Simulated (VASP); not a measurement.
OSZICAR of a VASP run on Co (space group P6_3/mmc):

### OSZICAR
```
       N       E                     dE             d eps       ncg     rms          rms(c)
DAV:   1     0.556804216799E+02    0.55680E+02   -0.77454E+03  8856   0.133E+03
DAV:   2    -0.283633315148E+02   -0.84044E+02   -0.78408E+02  8704   0.228E+02
DAV:   3    -0.303765343515E+02   -0.20132E+01   -0.19848E+01 10664   0.488E+01
DAV:   4    -0.304148022779E+02   -0.38268E-01   -0.38260E-01 12640   0.491E+00
DAV:   5    -0.304149601110E+02   -0.15783E-03   -0.15783E-03 10736   0.356E-01    0.179E+01
DAV:   6    -0.267353334731E+02    0.36796E+01   -0.21960E+01  9584   0.981E+01    0.113E+01
DAV:   7    -0.259624036576E+02    0.77293E+00   -0.27466E+00 10064   0.325E+01    0.543E+00
DAV:   8    -0.259880118903E+02   -0.25608E-01   -0.89430E-02 11760   0.286E+00    0.167E+00
DAV:   9    -0.259737113546E+02    0.14301E-01   -0.16346E-02 11552   0.186E+00    0.705E-01
DAV:  10    -0.259697980509E+02    0.39133E-02   -0.68433E-03 11888   0.155E+00    0.140E-01
DAV:  11    -0.259700210394E+02   -0.22299E-03   -0.53995E-04 10200   0.374E-01    0.732E-02
DAV:  12    -0.259700289217E+02   -0.78824E-05   -0.45940E-05 11488   0.722E-02    0.463E-02
DAV:  13    -0.259700263887E+02    0.25330E-05   -0.13672E-05 10848   0.484E-02    0.139E-02
DAV:  14    -0.259700335966E+02   -0.72079E-05   -0.60732E-06  9408   0.292E-02    0.518E-03
DAV:  15    -0.259700327781E+02    0.81858E-06   -0.23169E-07  5472   0.911E-03
   1 F= -.25970033E+02 E0= -.25969648E+02  d E =-.259700E+02  mag=     3.5373
       N       E                     dE             d eps       ncg     rms          rms(c)
DAV:   1    -0.288418688880E+02   -0.28718E+01   -0.30203E+01  8704   0.985E+01    0.147E+01
DAV:   2    -0.261660130157E+02    0.26759E+01   -0.78204E+00  9880   0.651E+01    0.967E+00
DAV:   3    -0.260305152492E+02    0.13550E+00   -0.58924E-01 11104   0.160E+01    0.430E+00
DAV:   4    -0.259905375145E+02    0.39978E-01   -0.22548E-02 11440   0.192E+00    0.140E+00
DAV:   5    -0.259602898486E+02    0.30248E-01   -0.78190E-03 13416   0.140E+00    0.425E-01
DAV:   6    -0.259602297800E+02    0.60069E-04   -0.44415E-03 10976   0.958E-01    0.203E-01
DAV:   7    -0.259602926362E+02   -0.62856E-04   -0.22004E-04 10520   0.206E-01    0.968E-02
DAV:   8    -0.259602973567E+02   -0.47205E-05   -0.35619E-05  9712   0.553E-02    0.161E-02
DAV:   9    -0.259602899745E+02    0.73822E-05   -0.69307E-06 12280   0.438E-02    0.555E-03
DAV:  10    -0.259602954516E+02   -0.54771E-05   -0.13704E-06  7328   0.176E-02    0.317E-03
DAV:  11    -0.259602937651E+02    0.16865E-05   -0.22978E-07  4608   0.764E-03    0.203E-03
DAV:  12    -0.259602939938E+02   -0.22876E-06   -0.66581E-08  4528   0.229E-03
   2 F= -.25960294E+02 E0= -.25959974E+02  d E =0.973878E-02  mag=     3.3293
       N       E                     dE             d eps       ncg     rms          rms(c)
DAV:   1    -0.267903154591E+02   -0.83002E+00   -0.82987E+00  8672   0.558E+01    0.702E+00
DAV:   2    -0.261263265235E+02    0.66399E+00   -0.26849E+00  9840   0.347E+01    0.505E+00
DAV:   3    -0.260402842507E+02    0.86042E-01   -0.22642E-01 10496   0.101E+01    0.212E+00
DAV:   4    -0.260306088235E+02    0.96754E-02   -0.98963E-03 11208   0.131E+00    0.756E-01
DAV:   5    -0.260224694700E+02    0.81394E-02   -0.51971E-03 11880   0.102E+00    0.170E-01
DAV:   6    -0.260226033133E+02   -0.13384E-03   -0.26736E-04  9896   0.164E-01    0.109E-01
DAV:   7    -0.260227145393E+02   -0.11123E-03   -0.64601E-05 11416   0.115E-01    0.567E-02
DAV:   8    -0.260227443586E+02   -0.29819E-04   -0.25968E-05 10016   0.776E-02    0.150E-02
DAV:   9    -0.260227455492E+02   -0.11906E-05   -0.73394E-07  6448   0.132E-02    0.370E-03
DAV:  10    -0.260227447749E+02    0.77425E-06   -0.25571E-07  4480   0.523E-03
   3 F= -.26022745E+02 E0= -.26022685E+02  d E =-.527120E-01  mag=     3.3683
       N       E                     dE             d eps       ncg     rms          rms(c)
DAV:   1    -0.260230500406E+02   -0.30449E-03   -0.31883E-03  8752   0.107E+00    0.142E-01
DAV:   2    -0.260227972856E+02    0.25275E-03   -0.98442E-04  9816   0.694E-01    0.106E-01
DAV:   3    -0.260227515634E+02    0.45722E-04   -0.80441E-05 10688   0.191E-01    0.419E-02
DAV:   4    -0.260227515842E+02   -0.20745E-07   -0.30825E-06  9056   0.253E-02
   4 F= -.26022752E+02 E0= -.26022691E+02  d E =-.527188E-01  mag=     3.3682
       N       E                     dE             d eps       ncg     rms          rms(c)
DAV:   1    -0.260236017157E+02   -0.85015E-03   -0.10162E-02  9144   0.181E+00    0.240E-01
DAV:   2    -0.260228251237E+02    0.77659E-03   -0.28575E-03 10232   0.118E+00    0.180E-01
DAV:   3    -0.260227556665E+02    0.69457E-04   -0.23880E-04 10720   0.329E-01    0.729E-02
DAV:   4    -0.260227338875E+02    0.21779E-04   -0.10175E-05 10912   0.462E-02    0.246E-02
DAV:   5    -0.260227234640E+02    0.10424E-04   -0.42911E-06 11592   0.301E-02    0.496E-03
DAV:   6    -0.260227231075E+02    0.35648E-06   -0.63202E-07  4672   0.996E-03
   5 F= -.26022723E+02 E0= -.26022671E+02  d E =0.284766E-04  mag=     3.3683
       N       E                     dE             d eps       ncg     rms          rms(c)
DAV:   1    -0.260231777882E+02   -0.45432E-03   -0.49053E-03  9104   0.125E+00    0.167E-01
DAV:   2    -0.260228183634E+02    0.35942E-03   -0.13339E-03 10304   0.808E-01    0.124E-01
DAV:   3    -0.260227633841E+02    0.54979E-04   -0.10813E-04 10752   0.221E-01    0.508E-02
DAV:   4    -0.260227619931E+02    0.13910E-05   -0.46540E-06 10440   0.310E-02    0.172E-02
DAV:   5    -0.260227570618E+02    0.49313E-05   -0.16360E-06  7592   0.210E-02    0.360E-03
DAV:   6    -0.260227570825E+02   -0.20728E-07   -0.77556E-07  4696   0.121E-02
   6 F= -.26022757E+02 E0= -.26022697E+02  d E =-.549837E-05  mag=     3.3682
```

Question: Which electronic solver shows in the log?

Answer: It is blocked Davidson (ALGO = Normal, or the opening steps of other solvers). The INCAR had ALGO = Normal.

Question: How was spin treated?

Answer: Collinear spin (ISPIN = 2): the summary line carries one mag value, 3.37 μB in the cell.

Question: Can the final energy be trusted as converged?

Answer: Self-consistency was reached. It stopped with EDIFF = 1E-6, NELM = 100, NSW = 60 and EDIFFG = -0.01 after 6 ionic steps (r2SCAN+rVV10, plane waves, VASP's PBE PAW potentials (set 64)). Energy and stress use the plane-wave basis of the starting cell.

The structure comes from a measured Co entry (P6_3/mmc) of the Crystallography Open Database, whose conditions weren't checked. This run relaxes it. Symmetry was kept, so distortions that lower it aren't found.
